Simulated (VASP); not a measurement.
# Al2InN3 (Cmmm) in VASP: notebook

The runs below take Al2InN3 through relaxation of cell and atoms, with PBE.

Program: VASP 6.6.1. These are calculated values, not measurements. Logs are shortened: lines on timing, memory, paths and dates and some standing lists are left out, and cuts for length are marked.

### Step 1. Starting point

It takes space group Cmmm (No. 65, orthorhombic). The conventional cell has a = 5.814 Å, b = 8.866 Å, c = 2.894 Å, α = 90.00°, β = 90.00°, γ = 90.00°. Al (site symmetry m2m) has 5 N at 1.91 to 2.07 Å as nearest neighbours. Around In (site symmetry mmm) lie 2 Al at 2.52 Å and 2 In at 2.89 Å. Around N (site symmetry mmm) lie 2 Al at 1.91 Å. N (site symmetry 2/m) is surrounded by 4 Al at 2.07 Å.

The cell was built by a generator and needn't be a form met in nature.

### Step 2. Relaxation of cell and atoms, PBE

Contents of INCAR:

```
PREC     = Normal         # precision mode
ENCUT    = 520            # plane-wave cutoff, eV
EDIFF    = 1E-4           # SCF threshold, eV
ISMEAR   = 0              # smearing method
SIGMA    = 0.15           # smearing width, eV
LREAL    = F              # projectors in reciprocal space
LASPH    = T              # aspherical terms in the spheres
NELM     = 60             # most SCF steps
ALGO     = Fast           # electronic algorithm
ISIF     = 3              # what is computed and relaxed
LWAVE    = F              # write WAVECAR
LCHARG   = F              # write CHGCAR
GGA      = PE             # functional
IBRION   = 2              # ionic algorithm
NSW      = 24             # ionic steps
EDIFFG   = -0.08          # ionic threshold
```

Contents of KPOINTS:

```
Automatic mesh
0
Gamma
  3 3 5
```

Contents of POSCAR:

```
Al2InN3
1.0
    2.9071736400     -4.4332170400      0.0000000000
    2.9071736400      4.4332170400      0.0000000000
    0.0000000000      0.0000000000      2.8937914000
Al In N
2 1 3
Direct
    0.2156325000      0.7843675000      0.0000000000
    0.7843675000      0.2156325000      0.0000000000
    0.5000000000      0.5000000000      0.0000000000
    0.0000000000      0.0000000000      0.0000000000
    0.5000000000      0.0000000000      0.5000000000
    0.0000000000      0.5000000000      0.5000000000
```

Potentials or basis: VASP PAW PBE potentials, release 64 (Al, In_d, N).

Run with:

```
$ cat potpaw_PBE.64/Al/POTCAR potpaw_PBE.64/In_d/POTCAR potpaw_PBE.64/N/POTCAR > POTCAR
$ mpirun -np 1 vasp_std > vasp.out
```

OUTCAR:

```text
PREC = Normal
   ENCUT = 520
   EDIFF = 1E-4
   ISMEAR = 0
   LREAL = F
   LASPH = T
   NELM = 60
   ISIF = 3
   GGA = PE
   IBRION = 2
   NSW = 24
   EDIFFG = -0.08

 ion  position               nearest neighbor table
   1  0.216  0.784  0.000-   4 1.91   5 2.07   6 2.07   5 2.07   6 2.07   3 2.52   2 2.97   2 2.97
                             3 3.48   3 3.48
   2  0.784  0.216  0.000-   4 1.91   5 2.07   6 2.07   5 2.07   6 2.07   3 2.52   1 2.97   1 2.97
                             3 3.48   3 3.48
   3  0.500  0.500  0.000-   1 2.52   2 2.52   1 3.48   2 3.48   1 3.48   2 3.48
   4  0.000  0.000  0.000-   1 1.91   2 1.91
   5  0.500  0.000  0.500-   1 2.07   2 2.07   1 2.07   2 2.07
   6  0.000  0.500  0.500-   1 2.07   2 2.07   1 2.07   2 2.07

  LATTYP: Found a base centered orthorhombic cell.
 ALAT       =     5.8143472800
 B/A-ratio  =     1.5249233754
 C/A-ratio  =     0.4976984106

  Lattice vectors:

 A1 = (   2.9071736400,  -4.4332170400,   0.0000000000)
 A2 = (   2.9071736400,   4.4332170400,   0.0000000000)
 A3 = (   0.0000000000,   0.0000000000,   2.8937914000)

Analysis of symmetry for initial positions (statically):
=====================================================================
 Subroutine PRICEL returns:
 Original cell was already a primitive cell.

 Routine SETGRP: Setting up the symmetry group for a
 base centered orthorhombic supercell.

 Subroutine GETGRP returns: Found  8 space group operations
 (whereof  8 operations were pure point group operations)
 out of a pool of  8 trial point group operations.

The static configuration has the point symmetry D_2h.

Analysis of symmetry for dynamics (positions and initial velocities):
=====================================================================
 Subroutine PRICEL returns:
 Original cell was already a primitive cell.

 Routine SETGRP: Setting up the symmetry group for a
 base centered orthorhombic supercell.

 Subroutine GETGRP returns: Found  8 space group operations
 (whereof  8 operations were pure point group operations)
 out of a pool of  8 trial point group operations.

The dynamic configuration has the point symmetry D_2h.

 Subroutine INISYM returns: Found  8 space group operations
 (whereof  8 operations are pure point group operations),
 and found     1 'primitive' translations

----------------------------------------------------------------------------------------

                                     Primitive cell

  volume of cell :      74.5911

  direct lattice vectors                    reciprocal lattice vectors
     2.907173640 -4.433217040  0.000000000     0.171988351 -0.112784913  0.000000000
     2.907173640  4.433217040  0.000000000     0.171988351  0.112784913  0.000000000
     0.000000000  0.000000000  2.893791400     0.000000000  0.000000000  0.345567410

  length of vectors
     5.301421686  5.301421686  2.893791400     0.205670682  0.205670682  0.345567410

  position of ions in fractional coordinates (direct lattice)
     0.215632500  0.784367500  0.000000000
     0.784367500  0.215632500  0.000000000
     0.500000000  0.500000000  0.000000000
     0.000000000  0.000000000  0.000000000
     0.500000000  0.000000000  0.500000000
     0.000000000  0.500000000  0.500000000

  ion indices of the primitive-cell ions
   primitive index   ion index
                 1           1
                 2           2
                 3           3
                 4           4
                 5           5
                 6           6

----------------------------------------------------------------------------------------

 KPOINTS: Automatic mesh

Automatic generation of k-mesh.
 Grid dimensions read from file:
 generate k-points for:    3    3    5

 Generating k-lattice:

  Cartesian coordinates                     Fractional coordinates (reciprocal lattice)
     0.057329450 -0.037594971  0.000000000     0.333333333  0.000000000  0.000000000
     0.057329450  0.037594971  0.000000000     0.000000000  0.333333333  0.000000000
     0.000000000  0.000000000  0.069113482     0.000000000  0.000000000  0.200000000

  Length of vectors
     0.068556894  0.068556894  0.069113482

  Shift w.r.t. Gamma in fractional coordinates (k-lattice)
     0.000000000  0.000000000  0.000000000

 Subroutine IBZKPT returns following result:
 ===========================================

 Found     12 irreducible k-points:

 Following reciprocal coordinates:
            Coordinates               Weight
  0.000000  0.000000  0.000000      1.000000
  0.333333  0.000000  0.000000      4.000000
  0.333333  0.333333  0.000000      2.000000
 -0.333333  0.333333  0.000000      2.000000
  0.000000  0.000000  0.200000      2.000000
  0.333333  0.000000  0.200000      8.000000
  0.333333  0.333333  0.200000      4.000000
 -0.333333  0.333333  0.200000      4.000000
  0.000000  0.000000  0.400000      2.000000
  0.333333  0.000000  0.400000      8.000000
  0.333333  0.333333  0.400000      4.000000
 -0.333333  0.333333  0.400000      4.000000
   k-points           NKPTS =     12   k-points in BZ     NKDIM =     12   number of bands    NBANDS=     21
   number of dos      NEDOS =    301   number of ions     NIONS =      6
   total plane-waves  NPLWV =  14400
   dimension x,y,z NGX =    30 NGY =   30 NGZ =   16
   dimension x,y,z NGXF=    60 NGYF=   60 NGZF=   32
   ions per type =               2   1   3
   NGX,Y,Z   is equivalent  to a cutoff of   9.41,  9.41,  9.19 a.u.
   NGXF,Y,Z  is equivalent  to a cutoff of  18.82, 18.82, 18.38 a.u.
 SYSTEM =  unknown system
   PREC   = normal    normal or accurate (medium, high low for compatibility)
   ISTART =      0    job   : 0-new  1-cont  2-samecut
   ICHARG =      2    charge: 1-file 2-atom 10-const
   ISPIN  =      1    spin polarized calculation?
   LNONCOLLINEAR =      F non collinear calculations
   LSORBIT =      F    spin-orbit coupling
   LASPH  =      T    aspherical Exc in radial PAW
   ENCUT  =  520.0 eV  38.22 Ry    6.18 a.u.   9.86  9.86  5.38*2*pi/ulx,y,z
   NELM   =     60;   NELMIN=  2; NELMDL= -5     # of ELM steps
   EDIFF  = 0.1E-03   stopping-criterion for ELM
   LREAL  =      F    real-space projection
   EDIFFG = -.8E-01   stopping-criterion for IOM
   NSW    =     24    number of steps for IOM
   IBRION =      2    ionic relax: 0-MD 1-quasi-New 2-CG
   NFREE  =      1    steps in history (QN), initial steepest desc. (CG)
   ISIF   =      3    stress and relaxation
   ISYM   =      2    0-nonsym 1-usesym 2-fastsym
   POTIM  = 0.5000    time-step for ionic-motion
   TEBEG  =    0.0;   TEEND  =   0.0 temperature during run
   PSTRESS=    0.0 pullay stress
   NELECT =      34.0000    total number of electrons
   NUPDOWN=      -1.0000    fix difference up-down
   EMIN   =  10.00;   EMAX   =-10.00  energy-range for DOS
   EFERMI =   0.00;   METHOD = LEGACY
   ISMEAR =     0;   SIGMA  =   0.15  broadening in eV -4-tet -1-fermi 0-gaus
   EFERMI_NEDOS =   21; number of points for ismear=-14 and -15
   IALGO  =     68    algorithm
   IMIX   =      4    mixing-type and parameters
     AMIX     =   0.40;   BMIX     =  1.00
     AMIX_MAG =   1.60;   BMIX_MAG =  1.00
  volume/ion in A,a.u.               =      12.43        83.89
  Fermi-wavevector in a.u.,A,eV,Ry     =   1.259908  2.380880 21.597446  1.587368
  Thomas-Fermi vector in A             =   2.393444
   LORBIT       =      0    0 simple, 1 ext, 2 COOP (PROOUT), +10 PAW based schemes
   GGA     = PE    functional components
   LHFCALC =     F    Hartree Fock is set to
   AEXX    =    0.0000 exact exchange contribution
   IVDW    =     0    specifies the selected vdW correction
   LEPSILON=     F    determine dielectric tensor
   LRPA    =     F    only Hartree local field effects (RPA)
 conjugate gradient relaxation of ions
 non-spin polarized calculation
 RMM-DIIS sequential band-by-band and
 Gauss-broadening in eV      SIGMA  =   0.15
  energy-cutoff  :      520.00
  volume of cell :       74.59
 maximum number of plane-waves:      2027
   NGX = 19   NGY = 19   NGZ = 11

--------------------------------------- Ionic step        1  -------------------------------------------

 number of electron      33.9999962 magnetization

 Free energy of the ion-electron system (eV)
  ---------------------------------------------------
  ext. energy  EPLUGINS =         0.00000000
  ---------------------------------------------------
  free energy    TOTEN  =       -33.72982117 eV

  energy without entropy =      -33.68524265  energy(sigma->0) =      -33.70753191

------------------------ aborting loop because EDIFF is reached ----------------------------------------

  FORCE on cell =-STRESS in cart. coord.  units (eV):
  Direction    XX          YY          ZZ          XY          YZ          ZX
  --------------------------------------------------------------------------------------
  -------------------------------------------------------------------------------------
  Total      -10.2156485      8.2741949     -5.2850283      0.0000000      0.0000000      0.0000000
  in kB     -219.4266338    177.7252552   -113.5195654      0.0000000      0.0000000      0.0000000
  external PRESSURE =     -51.7403147 kB  Pullay stress =       0.0000000 kB
[... 225 lines left out ...]
  energy  without entropy=      -36.0865358784  energy(sigma->0) =      -36.09409098

--------------------------------------- Ionic step        7  -------------------------------------------

 number of electron      34.0000007 magnetization

 Free energy of the ion-electron system (eV)
  ---------------------------------------------------
  ext. energy  EPLUGINS =         0.00000000
  ---------------------------------------------------
  free energy    TOTEN  =       -36.10499689 eV

  energy without entropy =      -36.09017743  energy(sigma->0) =      -36.09758716

 E-fermi :   7.4771     XC(G=0): -11.2105

 val. band max:        7.4428694293   @ k =   0.3333   0.0000   0.2000
 cond. band min:       7.7385172510   @ k =   0.3333   0.3333   0.0000
 fundamental gap:      0.2956478217
 Fermi energy:         7.4771294579

 k-point     1 :       0.0000    0.0000    0.0000
  band No.  band energies     occupation
      1      -8.7496      2.00000
      2      -7.6277      2.00000
      3      -7.3367      2.00000
      4      -7.0275      2.00000
      5      -6.7404      2.00000
      6      -6.6163      2.00000
[... 310 lines left out ...]
  FREE ENERGIE OF THE ION-ELECTRON SYSTEM (eV)
  ---------------------------------------------------
  free  energy   TOTEN  =       -36.1049968890 eV

  energy  without entropy=      -36.0901774263  energy(sigma->0) =      -36.09758716

 reached required accuracy - stopping structural energy minimisation
```

It took 48 s on 1 thread of Intel Xeon Platinum 8488C (Sapphire Rapids), shared host; peak memory 0.15 GiB.

What came out:

```
Free energy                            : -36.1050 eV
Relaxed volume                         : 11.73 Å³/atom
Relaxed cell                           : a = 5.632 Å, b = 5.632 Å, c = 2.806 Å, α = 90.00°, β = 90.00°, γ = 127.73°
Space group after relaxing (to 0.05 Å) : Cmmm (No. 65)
Energy gained by relaxing              : 395.9 meV/atom
Ionic steps                            : 7
Pressure after relaxing                : 0.3 GPa
Largest force after relaxing           : 0.010 eV/Å
Band gap on the k mesh                 : none (metal or under the smearing width)
```

Forces on the atoms (eV/Å):
```
Al   0.000  0.010  0.000
Al   0.000 -0.010  0.000
In   0.000  0.000  0.000
N    0.000  0.000  0.000
N    0.000  0.000  0.000
N    0.000  0.000  0.000
```

Step by step:
```tsv
step	energy change (eV)	largest force (eV/Å)	pressure (GPa)	volume (Å³)
1	0.0000	3.0840	-5.17	74.59
2	-1.7766	1.1896	1.51	69.92
3	-2.1192	0.4959	10.29	66.74
4	-2.2488	0.5896	-6.04	73.38
5	-2.3718	0.1729	-0.27	70.63
6	-2.3718	0.1590	-0.04	70.55
7	-2.3752	0.0101	0.26	70.39
```

Final structure:
```
Al In N
1.0
     2.48096   -5.05606    0.00000
     2.48096    5.05606    0.00000
     0.00000    0.00000    2.80574
Al In N
2 1 3
Direct
  0.18578 0.81422 0.00000
  0.81422 0.18578 0.00000
  0.50000 0.50000 0.00000
  0.00000 0.00000 0.00000
  0.50000 0.00000 0.50000
  0.00000 0.50000 0.50000
```

Levels at points of the mesh, in eV from the Fermi level:
| k point | band 14 | band 15 | band 16 | band 17 | band 18 | band 19 | band 20 | band 21 |
| --- | --- | --- | --- | --- | --- | --- | --- | --- |
| (0.00, 0.00, 0.00) | -1.81 | -0.77 | -0.62 | 0.78 | 0.93 | 4.89 | 5.30 | 5.71 |

Caveat: the k mesh is coarse (spacing up to 0.43 Å⁻¹), so the values aren't converged; the relaxation stopped at a loose force limit of 0.08 eV/Å, so its end isn't a converged minimum.

### Step 3. Relaxation of cell and atoms, PBE

This run uses another cell than the first one, of 18.74 Å³/atom, 1.508 times its volume.

INCAR is that of step 2.

Contents of KPOINTS:

```
Automatic mesh
0
Gamma
  4 4 2
```

Contents of POSCAR:

```
Al2InN3
1.0
    3.9063772800      0.0000000000      0.0000000000
   -1.9531886400      3.3830219600      0.0000000000
    0.0000000000      0.0000000000      8.5098423900
Al In N
2 1 3
Direct
    0.3333333300      0.6666666700      0.2516720000
    0.3333333300      0.6666666700      0.7483280000
    0.6666666700      0.3333333300      0.0000000000
    0.6666666700      0.3333333300      0.5000000000
    0.0000000000      0.0000000000      0.0000000000
    0.0000000000      0.0000000000      0.5000000000
```

Potentials or basis: VASP PAW PBE potentials, release 64 (Al, In_d, N).

Run with:

```
$ cat potpaw_PBE.64/Al/POTCAR potpaw_PBE.64/In_d/POTCAR potpaw_PBE.64/N/POTCAR > POTCAR
$ mpirun -np 1 vasp_std > vasp.out
```

It took 1.8 min on 1 thread of Intel Xeon Platinum 8488C (Sapphire Rapids), shared host; peak memory 0.18 GiB.

Results (log left out):

- Free energy: -27.6466 eV
- Relaxed volume: 14.33 Å³/atom
- Relaxed cell: a = 3.605 Å, b = 3.605 Å, c = 7.639 Å, α = 90.00°, β = 90.00°, γ = 120.00°
- Space group after relaxing (to 0.05 Å): P-6m2 (No. 187)
- Energy gained by relaxing: 633.9 meV/atom
- Ionic steps: 13
- Pressure after relaxing: -0.4 GPa
- Largest force after relaxing: 0.022 eV/Å
- Band gap on the k mesh: none (metal or under the smearing width)

Forces on the atoms (eV/Å):
```
Al   0.000  0.000 -0.022
Al   0.000  0.000  0.022
In   0.000  0.000  0.000
N    0.000  0.000  0.000
N    0.000  0.000  0.000
N    0.000  0.000  0.000
```

Stress tensor (GPa, compression positive):
```
-0.84  0.00  0.00
 0.00 -0.84  0.00
 0.00  0.00  0.38
```

Step by step:
| step | energy change (eV) | largest force (eV/Å) | pressure (GPa) | volume (Å³) |
| --- | --- | --- | --- | --- |
| 1 | 0.0000 | 1.8137 | -12.18 | 112.46 |
| 2 | -1.5158 | 2.3715 | -2.49 | 90.79 |
| 3 | -1.5711 | 2.5263 | 3.07 | 84.99 |
| 4 | -2.3286 | 2.4978 | 5.70 | 82.60 |
| 5 | -3.1389 | 2.3694 | 17.46 | 75.60 |
| 6 | -3.1569 | 1.9189 | 8.96 | 79.45 |
| 7 | -3.4700 | 0.6604 | 11.87 | 77.52 |
| 8 | -3.6291 | 1.5105 | 0.57 | 85.28 |
| 9 | -3.7455 | 0.6589 | 3.84 | 82.07 |
| 10 | -3.7981 | 0.1147 | 0.37 | 84.67 |
| 11 | -3.7981 | 0.1218 | 0.41 | 84.71 |
| 12 | -3.8002 | 0.0868 | 0.18 | 85.02 |
| 13 | -3.8032 | 0.0216 | -0.43 | 85.96 |

Final structure:
```
Al In N
1.0
     3.60472    0.00000    0.00000
    -1.80236    3.12178    0.00000
     0.00000    0.00000    7.63916
Al In N
2 1 3
Cartesian
  0.0000 2.0812 2.5623
  0.0000 2.0812 5.0768
  1.8024 1.0406 0.0000
  1.8024 1.0406 3.8196
  0.0000 0.0000 0.0000
  0.0000 0.0000 3.8196
```

Levels at points of the mesh, in eV from the Fermi level:
```csv
k point,band 13,band 14,band 15,band 16,band 17,band 18,band 19,band 20,band 21
"(0.00, 0.00, 0.00)",-3.64,-1.48,-1.48,-1.27,-1.27,0.08,0.29,1.39,2.85
"(0.50, 0.00, 0.00)",-3.56,-3.16,-1.82,-0.17,-0.10,0.84,1.50,2.07,2.76
"(0.00, 0.00, 0.50)",-1.92,-1.48,-1.48,-1.27,-1.27,-0.70,0.10,1.77,3.25
"(0.50, 0.00, 0.50)",-3.17,-3.08,-2.45,-0.89,0.06,0.95,2.07,2.08,2.24
```

Caveat: the k mesh is coarse (spacing up to 0.46 Å⁻¹), so the values aren't converged; the volume moved by over 15 % at a fixed basis, so the end points are rough; the relaxation stopped at a loose force limit of 0.08 eV/Å, so its end isn't a converged minimum.
